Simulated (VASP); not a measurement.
Input:

```yaml
crystal:
  lattice:
    - [0.00000, 2.49049, 2.49049]
    - [2.49049, 0.00000, 2.49049]
    - [2.49049, 2.49049, 0.00000]
  atoms:
    - { symbol: Nd, position: [0.00000, 0.00000, 0.00000] }
    - { symbol: O, position: [0.50000, 0.50000, 0.50000] }
```

All values below come from PBEsol GGA, VASP's PBE PAW potentials (set 64) (plane waves; VASP). Run with 520 eV cut-off, 11×11×11 Γ-centred mesh, first-order Methfessel-Paxton smearing of 0.10 eV, potentials Nd_3 O.

The 4f electrons are frozen in the core of the lanthanide potential, so 4f levels, which can set the real gap, and their magnetism are missing.

Question: Predict the energy per atom (σ→0), band gap (on the k-mesh) with the smallest direct gap where there is one.

Answer: 
```yaml
band gap (on the k-mesh): none (metal, semimetal or under 0.01 eV)
energy per atom (σ→0): -8.042 eV/atom
```

Total energies compare only between runs with the same potentials, cut-off and functional.

The structure comes from a computed database's NdO entry (Fm-3m); how it stands against other phases isn't given here. It was relaxed first. The start is the result of an earlier pass. The electron count is odd and the run is not spin-polarised, which forces a metal.
